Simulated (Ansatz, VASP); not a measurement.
# SrPbSe3: VASP beside Ansatz, part 3 of 3

Wanted: the spread between two codes on one cell, functional and k mesh. The cell is generated by rule, not measured, and may not be a known phase. The cell is taken from a series of runs on this material, whose earlier steps may have relaxed, scaled, displaced or heated it; both programs get it as it stands.

VASP 6.6.1 and Ansatz 0.2.0.

So far: The starting structure; VASP: zone-centre phonons, PBE.

The structure was built from a prototype and need not be the compound's stable phase.

**3. Ansatz: zone-centre phonons, PBE**

Level of this step: Ansatz beside VASP: Kohn-Sham DFT, plane waves, PBE (Ansatz).

Ansatz runs on its PAW soft_1 files.

The same cell, functional, mesh and smearing now go to Ansatz, which takes its cutoff from its data sets.

Input file input.yaml:

```yaml
crystal:
  lattice:
    - [5.4577123742, 0.0, 0.0]
    - [0.0, 5.4577123742, 0.0]
    - [0.0, 0.0, 5.4577123742]
  atoms:
    - { symbol: Sr, position: [0.0, 0.0, 0.0] }
    - { symbol: Pb, position: [0.5, 0.5, 0.5] }
    - { symbol: Se, position: [0.5, 0.5, 0.0] }
    - { symbol: Se, position: [0.5, 0.0, 0.5] }
    - { symbol: Se, position: [0.0, 0.5, 0.5] }
kpoints:
  mp_grid: { grid: [8, 8, 8] }
hamiltonian:
  xc: pbe
  pseudopotentials: { kind: paw, azcp: { folder: soft_1 } }
scf:
  occupations: { method: methfessel_paxton, width: 0.2 }
output:
  eigenvalues: true
phonons:
  method: dfpt
  qmesh: [2, 2, 2]
  temperatures: { t_max: 1000, t_step: 50 }
  qpath:
    path:
      - [[0.0, 0.0, 0.0], [0.0, 0.5, 0.0], [0.5, 0.5, 0.0], [0.0, 0.0, 0.0], [0.5, 0.5, 0.5], [0.0, 0.5, 0.0]]
      - [[0.5, 0.5, 0.5], [0.5, 0.5, 0.0]]
    npoints: 10
```

Run with:

```sh
> ansatz run input.yaml --threads 4 --pin off --max-ram 16384MiB --backend cpu --events-out ev --progress --plain --runs-dir out
```

Numbers of over 12 decimals in the logs are rounded to 6 here.

The log of the run:

```text
Engine: ansatz 0.2.0, aarch64-unknown-linux-gnu
Pseudopotentials: kind: paw
Pseudopotential: Sr, paw, valence charge 10, recommended cutoff 420 eV (normal), soft_1/Sr.paw.azcp
Pseudopotential: Pb, paw, valence charge 14, recommended cutoff 420 eV (normal), soft_1/Pb.paw.azcp
Pseudopotential: Se, paw, valence charge 16, recommended cutoff 420 eV (normal), soft_1/Se.paw.azcp
Functional definition: PBE
  parameter kappa = 0.804
  parameter beta = 0.066725
  exchange = pbe_x(kappa = kappa, mu = beta*pi^2/3)
  correlation = pbe_c(beta = beta)
Crystal: 5 atoms, lattice volume = 162.567 Å³
Basis set: ecut = 420 eV, 3191 PW (Γ), exchange–correlation on 80×80×80 points (8 copies of the dense FFT grid, shifted against one another)
Bands: 44, of which v1, the nominal top of the filled ones, is band 36 counted from 1 (35 counted from 0)
Symmetry: 48 space group operations
k-points: 35 of 512
Non-local potential: Sr, projectors of the file, l = 0: 3, l = 1: 2, l = 2: 2
Non-local potential: Pb, projectors of the file, l = 0: 2, l = 1: 2, l = 2: 2, l = 3: 1
Non-local potential: Se, projectors of the file, l = 0: 2, l = 1: 2, l = 2: 3, l = 3: 1
PAW form: soft (Blöchl's): semilocal exchange-correlation on the pseudo side does not see the compensation charge
PAW one-centre angular grid: Sr, 110 points (default); XC on 64 Gauss nodes
PAW one-centre angular grid: Pb, 590 points (default); XC on 64 Gauss nodes
PAW one-centre angular grid: Se, 590 points (default); XC on 64 Gauss nodes
Initial density: superposition of atomic densities (chi_scale 0.1, normalization cell, long waves kept (reshape's long-wave potential 0.00 eV rms))
Initial wavefunctions: pseudopotential atomic-orbital guess
Functional: x = pbe(κ = 0.804, μ = 0.219515), c = pbe(β = 0.066725)
SCF iter   1: F=—  HF=-31864.221374 eV  |F-HF|=—  |Δ(HF+E_count)|=         —  Δρ=2.98e-2  dr2=3.21e0  ethr=3.10e-3  ⟨swp⟩=8.5  Hψ=7447  notcnv=0
preconditioner: auto → Kerker (q_TF=auto, 2.382 Å⁻¹)  [metal: Δε(μ)=0.009 eV  Ē_g=10.288 eV  σ=0.200 eV  W_gap=0.04  n_scr=32 (ndim 8)  ℏωp=17.0 eV  f_vac=0.004  D(μ)=3.47/eV (n_scr^D=18)]
SCF iter   2: F=—  HF=-31863.562834 eV  |F-HF|=—  |Δ(HF+E_count)|=   6.59e-1  S|Δr|=    0.00e0  Δρ=1.92e-2  dr2=1.64e0  ethr=3.10e-3  ⟨swp⟩=3.0  Hψ=2177  notcnv=0  defer=52
SCF iter   3: F=—  HF=-31862.995038 eV  |F-HF|=—  |Δ(HF+E_count)|=   5.68e-1  S|Δr|=    0.00e0  Δρ=5.15e-3  dr2=1.03e-1  ethr=2.28e-3  ⟨swp⟩=3.7  Hψ=3714  notcnv=0  defer=72
SCF iter   4: F=—  HF=-31862.969662 eV  |F-HF|=—  |Δ(HF+E_count)|=   2.54e-2  S|Δr|=    0.00e0  Δρ=1.93e-3  dr2=1.61e-2  ethr=1.43e-4  ⟨swp⟩=2.0  Hψ=2862  notcnv=0  defer=71
SCF iter   5: F=—  HF=-31862.962082 eV  |F-HF|=—  |Δ(HF+E_count)|=   7.58e-3  S|Δr|=    0.00e0  Δρ=9.42e-4  dr2=4.67e-3  ethr=2.23e-5  ⟨swp⟩=2.0  Hψ=2727  notcnv=0  defer=71
SCF iter   6: F=—  HF=-31862.961171 eV  |F-HF|=—  |Δ(HF+E_count)|=   9.11e-4  S|Δr|=    0.00e0  Δρ=5.27e-4  dr2=1.24e-3  ethr=6.48e-6  ⟨swp⟩=2.8  Hψ=2718  notcnv=0  defer=70
SCF iter   7: F=—  HF=-31862.961087 eV  |F-HF|=—  |Δ(HF+E_count)|=   8.45e-5  S|Δr|=    0.00e0  Δρ=1.61e-4  dr2=6.89e-5  ethr=1.72e-6  ⟨swp⟩=2.4  Hψ=2579  notcnv=0  defer=69
SCF iter   8: F=—  HF=-31862.961143 eV  |F-HF|=—  |Δ(HF+E_count)|=   5.65e-5  S|Δr|=    0.00e0  Δρ=3.90e-5  dr2=5.67e-6  ethr=9.57e-8  ⟨swp⟩=2.1  Hψ=2372  notcnv=0  defer=69
SCF iter   9: F=—  HF=-31862.961142 eV  |F-HF|=—  |Δ(HF+E_count)|=   1.31e-6  S|Δr|=    0.00e0  Δρ=1.03e-5  dr2=1.84e-7  ethr=7.88e-9  ⟨swp⟩=2.0  Hψ=2231  notcnv=0  defer=72
SCF iter  10: F=—  HF=-31862.961142 eV  |F-HF|=—  |Δ(HF+E_count)|=   4.46e-7  S|Δr|=    0.00e0  Δρ=2.20e-6  dr2=7.43e-9  ethr=2.55e-10  ⟨swp⟩=2.1  Hψ=2201  notcnv=0  defer=72
[...]
SCF 1 converged in 14 iterations: F = -31862.961142 eV  dr2 = 2.47e-12
  greatest PAW one-centre occupation: 1.000 electrons in one spin orbital (limit 2), on the Se atom at site 4 (counted from 0), in its partial waves of l = 2
Initial density: read from a saved state, or passed on in memory by an earlier SCF of this step, an earlier step, the calling program or the single point that the run made first
iter 1 solved again at ethr=5.25e-6 eV; its pass at ethr=3.10e-3 eV (dr2=3.78e-3 eV) is discarded
SCF iter   1: F=—  HF=-31862.961140 eV  |F-HF|=—  |Δ(HF+E_count)|=         —  Δρ=5.86e-6  dr2=2.07e-8  ethr=5.25e-6  ⟨swp⟩=3.1  Hψ=10649  notcnv=0
eigensolver tolerance schedule: the retry pair's looser diagonalisation over-reported the residual by 183136.82 of it (diagonalisation noise at an unbounded share of the residual, at the tolerance the schedule requests for it); recorded, not acted on — ethr = c·dr2/N_el stays at c = 1.0e-1
preconditioner: auto → LDOS  [metal: Δε(μ)=0.010 eV  Ē_g=13.413 eV  σ=0.200 eV  W_gap=0.04  n_scr=32 (ndim 8)  ℏωp=18.4 eV  f_vac=0.041  D(μ)=3.28/eV (n_scr^D=18)  β→1.0]
SCF iter   2: F=—  HF=-31862.961142 eV  |F-HF|=—  |Δ(HF+E_count)|=   1.92e-6  S|Δr|=    0.00e0  Δρ=6.65e-6  dr2=2.92e-8  ethr=2.87e-11  ⟨swp⟩=5.1  Hψ=5452  notcnv=0
SCF iter   3: F=—  HF=-31862.961142 eV  |F-HF|=—  |Δ(HF+E_count)|=   5.67e-9  S|Δr|=    0.00e0  Δρ=3.06e-6  dr2=5.48e-9  ethr=2.87e-11  ⟨swp⟩=3.0  Hψ=2897  notcnv=0
[...]
SCF 2 converged in 9 iterations: F = -31862.961142 eV  dr2 = 2.21e-12
  greatest PAW one-centre occupation: 1.000 electrons in one spin orbital (limit 2), on the Se atom at site 3 (counted from 0), in its partial waves of l = 2
phonons: the bands overlap, so this run is a metal and interpolates without the dipole-dipole term. If the crystal is really an insulator or semiconductor, its LO-TO splitting is missing
NSCF: frozen V_eff on 35 k-points
WARN: eigensolver did not converge (k=1): 1 band(s) unlocked after 20 sweeps at ethr=1.56e-12 eV (storage-precision floor; scheduled 1.00e-12 eV) (lowest unlocked band 43, counted from 0; max residual 3.39e-4 eV among the unlocked bands, 3.39e-4 eV over every band; other slots of this pass that fall short are told together in one closing line; warning suppressed until the next SCF loop or pass starts)
WARN: eigensolver did not converge in 6 slots of this pass, the one above among them; of largest residual over every band (k=1): 1 band(s) unlocked (lowest unlocked band 43, counted from 0; max residual 3.39e-4 eV among the unlocked bands, 3.39e-4 eV over every band); of lowest unlocked band (k=1): band 43
NSCF: frozen V_eff on 125 k-points
DFPT response loops at q = (0, 0, 0) (fractional): preconditioner auto → Kerker (q_TF=auto, 2.382 Å⁻¹) (partly filled bands, converged f_vac=0.041); β = 1.00, the filter's whole step (`scf.mixing.beta` (0.50) is not read by the response loops under this deck's `scf.mixing.preconditioner`; to damp them name `kerker` or `kerker_dos`, under which they read `scf.mixing.beta`, and type it under 1.00, their step now; both keys bind the ground state too); Broyden in place of MSR1
NSCF: frozen V_eff on 250 k-points
DFPT response loops at q = (0, 0, -0.5) (fractional): mixed as the last ones told, above
NSCF: frozen V_eff on 250 k-points
DFPT response loops at q = (0, -0.5, -0.5) (fractional): mixed as the last ones told, above
NSCF: frozen V_eff on 250 k-points
DFPT response loops at q = (-0.5, -0.5, -0.5) (fractional): mixed as the last ones told, above
SCF converged after 14 iterations
Stability not checked: this state was not tested for a lower state beside it, because cold or Methfessel-Paxton smearing, or corrected tetrahedra, fill the levels in a way that the test cannot read (fill_not_monotonic; see scf.lower_state_search)
Free energy (F): -31862.961142 eV
Harris-Foulkes:  -31862.961142 eV  (|F-HF|=0.00e0)
Internal energy: -31862.958139 eV  (E = F + TS)
E sigma→0 (E₀):  -31862.960391 eV
Entropy (-TS):   -0.003004 eV (-0.601 meV/atom)
Fermi energy:    6.321537 eV
--- Per-component energies (eV) ---
  E_band       = -1408.049249
  E_kinetic    = 854.583263
  E_local      = -11137.584248  (includes V_loc(G=0)·N_el)
  E_nonlocal   = -522.520582
  E_hartree    = 5421.595668
  E_xc         = -633.160392
  E_vxc        = -560.711840  (∫ρ·V_xc dr)
  E_paw        = -19478.964154  (= ΣΔE_a)
  E_vpaw       = -885.006096  (= ΣTr[D̂ρ^β])
  E_aug_tail   = -0.001155  (compensation charges beyond the density's cutoff)
  E_ewald      = -6366.906539
  E_smearing   = -0.003004  (= −TS)
  E_closure    = 0.000000  (closes the sum)
  Σ components = -31862.961142   (vs F -31862.961142, Δ=0.00e0)
--- Band table (eV; the first three rows and the last of 35) ---
  k-point 0: bands = [... 32 lower, 5.5466, 5.5466, 5.6867, 5.6867, 5.6867, 8.0751, 9.2359, 9.2359, ... 4 higher]
  k-point 1: bands = [... 32 lower, 5.4847, 5.4847, 5.5818, 5.6492, 5.6492, 8.3762, 9.3388, 9.4317, ... 4 higher]
  k-point 2: bands = [... 32 lower, 5.3126, 5.3126, 5.5892, 5.5892, 5.6066, 9.0618, 9.6099, 9.9031, ... 4 higher]
  k-point 34: bands = [... 32 lower, 5.9375, 6.5794, 6.5794, 6.5794, 8.6128, 8.6720, 8.6720, 8.6720, ... 4 higher]
--- Phonons (Γ-DFPT): 4 representative perturbations + reference (Σ response iterations 12) ---
  ASR residual: 6.902e-5 → 0.000e0 eV/Å²; symmetrization residual: 3.022e-5 eV/Å²
  ASR residual per site (eV/Å²): 6.90e-5 1.67e-5 3.71e-5 3.71e-5 3.71e-5
  Γ frequencies (cm⁻¹): -81.13 -81.13 -81.13 -63.42 -63.42 -63.42 -17.11 -17.11 -17.11 0.00 0.00 0.00 193.21 193.21 193.21
--- Phonons (arbitrary-q DFPT): 4 irreducible q on the 2×2×2 mesh ---
  q = [0.0000, 0.0000, 0.0000] (star 1, of the zone-centre solve; hermiticity 6.92e-6, symmetrization 1.68e-11): -81.13 -81.13 -81.13 -63.42 -63.42 -63.42 -17.11 -17.11 -17.11 -0.00 0.00 0.00 193.21 193.21 193.21
  q = [0.0000, 0.0000, -0.5000] (star 3, 9 solved perturbations in 975 linear systems a pass and spin channel, the states on 125 of 512 k-point pairs; hermiticity 5.22e-6, symmetrization 1.53e-11): -77.95 -77.95 -73.78 -65.83 -60.14 -60.14 -35.42 -32.29 -32.29 20.60 20.60 111.54 175.34 195.38 195.38
  q = [0.0000, -0.5000, -0.5000] (star 3, 9 solved perturbations in 975 linear systems a pass and spin channel, the states on 125 of 512 k-point pairs; hermiticity 1.09e-5, symmetrization 8.41e-13): -90.14 -90.14 -76.62 -64.95 -64.95 -46.29 16.69 16.69 19.60 31.07 113.15 113.15 164.55 179.74 197.83
  q = [-0.5000, -0.5000, -0.5000] (star 1, 4 solved perturbations in 350 linear systems a pass and spin channel, the states on 125 of 512 k-point pairs; hermiticity 2.37e-6, symmetrization 2.68e-12): -80.19 -80.19 -80.19 -79.56 -79.56 -79.56 50.96 50.96 50.96 115.22 115.22 115.22 163.27 163.27 197.52
  sum rule: each row above includes the acoustic sum rule's correction from the zone centre's row sums; it moved no ω² by more than (0.46 cm⁻¹)²
  mesh force constants: q→R imaginary residual 3.53e-18; ASR residual 6.902e-5 → 0.000e0 eV/Å²; symmetrization residual 5.329e-15 eV/Å²
  interpolated dispersion: 62 rows × 15 modes
  density of states and harmonic sums: on the 12×12×12 q-mesh, interpolated from the force constants of a 2×2×2 supercell (no non-analytic term)
  largest difference from the sums on the solved wave vectors: F 7.83e-2 eV, S 1.17e-4 and C_V 3.83e-5 eV/K
  zero-point energy: 0.050563 eV/cell   skipped modes (ω ≤ 0): 630, of them read as no rigid motion or as one in doubt: 627 (7.429e0 modes/cell left out, lowest -90.14 cm⁻¹)   left out of the sums: 4.95e-1 of the cell's modes: C_V's classical limit lies that fraction below 3 k_B per atom; for a crystal, a wire or a layer, F and S can be off by more, and a phonons.interpolated_qmesh denser along its periods is the remedy for the sampling
```

**4. Side by side**

Known differences besides the potentials themselves: VASP's run holds the zone centre alone; the data sets hold 72 valence electrons in Ansatz (on its PAW soft_1 files) and 42 in VASP; the cutoff is 420 eV in Ansatz and 500 eV in VASP. Total energies have different zeros and are not compared.

Both answers:

```tsv
quantity	Ansatz	VASP	difference
optical mode 1 to 3 (imaginary, printed as negative) (cm⁻¹)	-81.1	-80.9	-0.3
optical mode 4 to 6 (imaginary, printed as negative) (cm⁻¹)	-63.4	-63.0	-0.4
optical mode 7 to 9 (imaginary, printed as negative) (cm⁻¹)	-17.1	-17.2	+0.1
optical mode 10 to 12 (cm⁻¹)	193.2	193.5	-0.16 %
```

Modes are paired by rising frequency, not by their patterns, so a pair may set unlike modes beside each other; they are those without the splitting of longitudinal modes.

**5. What came out**

```yaml
r_m_s_difference_of_the_optical_zone_centre_modes_each_program_s_sorted_by_frequency_zone_centre_phonons_pbe: 0.29 cm⁻¹
```

What this shows: The r.m.s. difference of the optical zone-centre modes, each program's sorted by frequency is 0.29 cm⁻¹ (zone-centre phonons, PBE). The data sets hold unlike numbers of valence electrons (72 in Ansatz and 42 in VASP), so part of the differences comes from the potentials. Such differences can come from data sets, numerical settings and the points named under the comparisons, not from the functional's error against experiment.

[Lines on the potential files, build, host, timing and source positions are cut from VASP's logs without a mark.]

[Logs are printed without paths, hosts, clocks, repeated set-up lines and the standing remarks that a program may print on its own settings, such as how far it seeks lower states.]

[Hosts, paths, dates, database ids (printed as entryN), source tags and the programs' standing remarks are cut or masked in the printed files.]
